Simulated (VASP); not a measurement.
VASP input:

### POSCAR
```
TlBr
1
    3.9999100000     0.0000000000     0.0000000000
    0.0000000000     3.9999100000     0.0000000000
    0.0000000000     0.0000000000     3.9999100000
Tl Br
1 1
Direct
  0.0049120000  -0.0111600000   0.0020790000
  0.4950880000   0.5111600000   0.4979210000
```

KPOINTS:
```
Automatic mesh
0
Gamma
6 6 6
```

**INCAR**
```
# general
SYSTEM   =  TlBr
PREC     =  Accurate
ENCUT    =  300
LREAL    =  .FALSE.
LASPH    =  .TRUE.

# electronic loop
EDIFF    =  1E-6
NELM     =  100
ALGO     =  Normal
LMAXMIX  =  4

# smearing
ISMEAR   =  0
SIGMA    =  0.01

# functional
GGA      =  PS

# ions
ISIF     =  2

# output
LWAVE    =  .FALSE.
LCHARG   =  .FALSE.
```

POTCAR, in this order: Tl_d Br (PBE.64 set). Program: vasp_std.

Question: Translate this PBEsol calculation to Quantum ESPRESSO's pw.x.

Answer: One equivalent input (not run):
```
&CONTROL
  calculation = 'scf'
  pseudo_dir = './pseudo'
  outdir = './out'
  tprnfor = .true.
  tstress = .true.
/
&SYSTEM
  ibrav = 0
  nat = 2
  ntyp = 2
  ecutwfc = 62
  occupations = 'smearing'
  smearing = 'gaussian'
  degauss = 0.000735
  input_dft = 'pbesol'
/
&ELECTRONS
  conv_thr = 7.3e-08
  electron_maxstep = 100
/
ATOMIC_SPECIES
  Tl 204.380 Tl.upf
  Br 79.904 Br.upf
CELL_PARAMETERS angstrom
     3.9999100    0.0000000    0.0000000
     0.0000000    3.9999100    0.0000000
     0.0000000    0.0000000    3.9999100
ATOMIC_POSITIONS crystal
  Tl   0.0049120 -0.0111600  0.0020790
  Br   0.4950880  0.5111600  0.4979210
K_POINTS automatic
  6 6 6 0 0 0
```
What does not carry over: the potentials are each code's own (VASP's PAW set, PseudoDojo norm-conserving files in pw.x), so ENCUT and ecutwfc are chosen apart and not converted; conv_thr bounds pw.x's estimated SCF error, while EDIFF bounds the energy change between steps.

The structure comes from a computed database's TlBr entry; how it stands against other phases isn't given here. The cell was not relaxed at this level, atoms are displaced from their ideal sites. The run is one of a series of settings (GGA = PS against the base run), some of them coarse on purpose.
